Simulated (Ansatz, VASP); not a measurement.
# SrHg3O4 in VASP and in Ansatz

```
CELL_PARAMETERS angstrom
4.99114 0.00000 0.00000
0.00000 4.99114 0.00000
0.00000 0.00000 4.99114
ATOMIC_POSITIONS crystal
Sr 0.00000 0.00000 0.00000
Hg 0.00000 0.50000 0.50000
Hg 0.50000 0.00000 0.50000
Hg 0.50000 0.50000 0.00000
O 0.50000 0.00000 0.00000
O 0.50000 0.50000 0.50000
O 0.00000 0.00000 0.50000
O 0.00000 0.50000 0.00000
```

Change from the starting cell: species swapped into the Mg3VO4 type (Pm-3m, No. 221).

Alike in both runs: functional PBE; k mesh 4 × 4 × 4; occupations gaussian, width 0.1 eV; no spin polarisation.

Ansatz relaxed the structure, and its values are those at the end. VASP's run is a single point on that final structure, the one shown.

|  | VASP | Ansatz |
| --- | --- | --- |
| version | VASP 6.6.1 | Ansatz 0.2.0 |
| potentials or method | VASP PAW PBE potentials, release 64 (Sr_sv, Hg, O) | scalar-relativistic, plane waves, PAW |
| plane-wave cutoff (eV) | 520 | 420 |
| valence electrons in the cell | 70 | 94 |

Ansatz gave:

- gap on the k mesh at the Fermi level (eV): none
- pressure (GPa): 0.0

Q: Estimate VASP's values.

A: gap on the k mesh at the Fermi level (eV): none; pressure (GPa): 0.8.

A gap of «none» marks a metal or a gap that the smearing closes. The two sets of potentials don't hold the same shells in valence.

Spin-orbit coupling is left out, which matters for the levels of Hg.
